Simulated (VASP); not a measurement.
These are PBE GGA, VASP's PBE PAW potentials (set 64) (plane waves; VASP 6.6.1) values and carry that method's errors.

A VASP calculation is set up with these files.

File POSCAR:
```
CuI
1.0
  0.0000000000   2.9139393581   2.9139393581
  2.9139393581   0.0000000000   2.9139393581
  2.9139393581   2.9139393581   0.0000000000
Cu I
1 1
Cartesian
  0.0000000000   2.9139393581   2.9139393581
  1.4569696790   1.4569696790   1.4569696790
```

KPOINTS:
```
K-points
0
Gamma
  8 8 8
```

**INCAR**
```
# general
SYSTEM   =  CuI
PREC     =  Accurate
ENCUT    =  480   # plane-wave cut-off (eV)
LREAL    =  .FALSE.
LASPH    =  .TRUE.

# electronic loop
EDIFF    =  1E-7   # SCF stop (eV)
NELM     =  100   # most electronic steps
ALGO     =  Normal
LMAXMIX  =  4

# smearing
ISMEAR   =  0   # Gaussian
SIGMA    =  0.05   # width (eV)

# functional
GGA      =  PE

# ions
IBRION   =  2   # conjugate gradients
NSW      =  30
ISIF     =  2   # forces and stress, cell fixed
EDIFFG   =  -0.01

# output
LWAVE    =  .FALSE.
LCHARG   =  .FALSE.
```

POTCAR, in this order: Cu I (PBE.64 set). Program: vasp_std.

Output of the run:

File OSZICAR:
```
       N       E                     dE             d eps       ncg     rms          rms(c)
DAV:   1     0.102980662203E+03    0.10298E+03   -0.77403E+03   759   0.146E+03
DAV:   2     0.139373435345E+01   -0.10159E+03   -0.95633E+02   769   0.261E+02
DAV:   3    -0.551502084947E+01   -0.69088E+01   -0.68185E+01  1022   0.807E+01
DAV:   4    -0.572808327551E+01   -0.21306E+00   -0.21299E+00   968   0.128E+01
DAV:   5    -0.573189154538E+01   -0.38083E-02   -0.38082E-02  1079   0.164E+00    0.633E+00
DAV:   6    -0.563336352223E+01    0.98528E-01   -0.45974E+00   769   0.651E+01    0.414E+00
DAV:   7    -0.543538055450E+01    0.19798E+00   -0.10542E+00   839   0.388E+01    0.209E+00
DAV:   8    -0.543751951732E+01   -0.21390E-02   -0.63444E-02  1124   0.462E+00    0.559E-01
DAV:   9    -0.543298549799E+01    0.45340E-02   -0.22341E-02   928   0.496E+00    0.137E-01
DAV:  10    -0.543317781878E+01   -0.19232E-03   -0.10336E-03   962   0.363E-01    0.796E-02
DAV:  11    -0.543324338517E+01   -0.65566E-04   -0.46001E-04   958   0.694E-01    0.373E-02
DAV:  12    -0.543323778112E+01    0.56041E-05   -0.57350E-05  1196   0.190E-01    0.260E-02
DAV:  13    -0.543323695602E+01    0.82510E-06   -0.25215E-06  1156   0.290E-02    0.144E-02
DAV:  14    -0.543323593646E+01    0.10196E-05   -0.61101E-06  1055   0.839E-02    0.295E-03
DAV:  15    -0.543323637012E+01   -0.43366E-06   -0.10167E-06   814   0.660E-03    0.378E-03
DAV:  16    -0.543323639689E+01   -0.26770E-07   -0.28612E-08   432   0.280E-03
   1 F= -.54332364E+01 E0= -.54332364E+01  d E =-.543324E+01
```

OUTCAR:
```
------------------------ aborting loop because EDIFF is reached ----------------------------------------
  FORCE on cell =-STRESS in cart. coord.  units (eV):
  Direction    XX          YY          ZZ          XY          YZ          ZX
  --------------------------------------------------------------------------------------
  Total        2.1122345      2.1122345      2.1122345     -0.0000000      0.0000000      0.0000000
  in kB       68.3882040     68.3882040     68.3882040     -0.0000000      0.0000000      0.0000000
  external PRESSURE =      68.3882040 kB  Pullay stress =       0.0000000 kB
  volume of cell :       49.48
      direct lattice vectors                 reciprocal lattice vectors
     0.000000000  2.913939358  2.913939358    -0.171589020  0.171589020  0.171589020
     2.913939358  0.000000000  2.913939358     0.171589020 -0.171589020  0.171589020
     2.913939358  2.913939358  0.000000000     0.171589020  0.171589020 -0.171589020
  FREE ENERGIE OF THE ION-ELECTRON SYSTEM (eV)
  ---------------------------------------------------
  free  energy   TOTEN  =        -5.4332363969 eV

  energy  without entropy=       -5.4332363969  energy(sigma->0) =       -5.43323640

 reached required accuracy - stopping structural energy minimisation
```
(Selected blocks of OUTCAR.)

The compound is CuI in the zinc blende structure. This cell was strained or had an atom moved on purpose.
